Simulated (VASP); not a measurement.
A convergence study with VASP on PbSe (rock salt): one setting is varied, all else stays as given below, so the limit is that of these other settings.

```
PbSe
1.0
    0.00000     3.06000     3.06000
    3.06000     0.00000     3.06000
    3.06000     3.06000     0.00000
Pb Se
1 1
Cartesian
  0.00000   0.00000   0.00000
  3.06000   3.06000   3.06000
```

The numbers are results of PBE GGA, VASP's PBE PAW potentials (set 64) (plane waves; VASP), not measurements. The tightest run used: 550 eV cut-off, 12×12×12 Monkhorst-Pack mesh, Gaussian smearing of 0.050 eV, potentials Pb_d Se.

Task: The settings run are 1×1×1 mesh; 2×2×2 mesh; 3×3×3 mesh; 4×4×4 mesh; 5×5×5 mesh; 6×6×6 mesh; 7×7×7 mesh; 8×8×8 mesh; 9×9×9 mesh; 10×10×10 mesh; 11×11×11 mesh; 12×12×12 mesh. From which on does the stress (every component) stay within 0.5 GPa of the tightest run?

Result: From 4×4×4 mesh on: it is off by 0.10 there and by no more than 0.5 in any finer run, while 3×3×3 mesh is off by 0.94.
```json
[
 {"setting": "1×1×1 mesh", "E (eV/atom)": "-1.7198", "pressure (GPa)": "23.64", "irreducible k-points": "1", "difference judged (GPa)": "21.17"},
 {"setting": "2×2×2 mesh", "E (eV/atom)": "-4.3776", "pressure (GPa)": "-0.20", "irreducible k-points": "2", "difference judged (GPa)": "2.67"},
 {"setting": "3×3×3 mesh", "E (eV/atom)": "-4.1462", "pressure (GPa)": "1.52", "irreducible k-points": "4", "difference judged (GPa)": "0.94"},
 {"setting": "4×4×4 mesh", "E (eV/atom)": "-4.0971", "pressure (GPa)": "2.37", "irreducible k-points": "10", "difference judged (GPa)": "0.10"},
 {"setting": "5×5×5 mesh", "E (eV/atom)": "-4.0946", "pressure (GPa)": "2.29", "irreducible k-points": "10", "difference judged (GPa)": "0.17"},
 {"setting": "6×6×6 mesh", "E (eV/atom)": "-4.0884", "pressure (GPa)": "2.47", "irreducible k-points": "28", "difference judged (GPa)": "0.00"},
 {"setting": "7×7×7 mesh", "E (eV/atom)": "-4.0897", "pressure (GPa)": "2.41", "irreducible k-points": "20", "difference judged (GPa)": "0.06"},
 {"setting": "8×8×8 mesh", "E (eV/atom)": "-4.0884", "pressure (GPa)": "2.47", "irreducible k-points": "60", "difference judged (GPa)": "0.00"},
 {"setting": "9×9×9 mesh", "E (eV/atom)": "-4.0888", "pressure (GPa)": "2.44", "irreducible k-points": "35", "difference judged (GPa)": "0.03"},
 {"setting": "10×10×10 mesh", "E (eV/atom)": "-4.0884", "pressure (GPa)": "2.47", "irreducible k-points": "110", "difference judged (GPa)": "0.00"},
 {"setting": "11×11×11 mesh", "E (eV/atom)": "-4.0885", "pressure (GPa)": "2.46", "irreducible k-points": "56", "difference judged (GPa)": "0.01"},
 {"setting": "12×12×12 mesh", "E (eV/atom)": "-4.0883", "pressure (GPa)": "2.47", "irreducible k-points": "182", "difference judged (GPa)": "0.00"}
]
```

Left out are rungs that failed or repeat a setting and relaxations that didn't move; long series are thinned to 24 rows.

The compound is PbSe in the rock salt structure. The cell was not relaxed at this level.
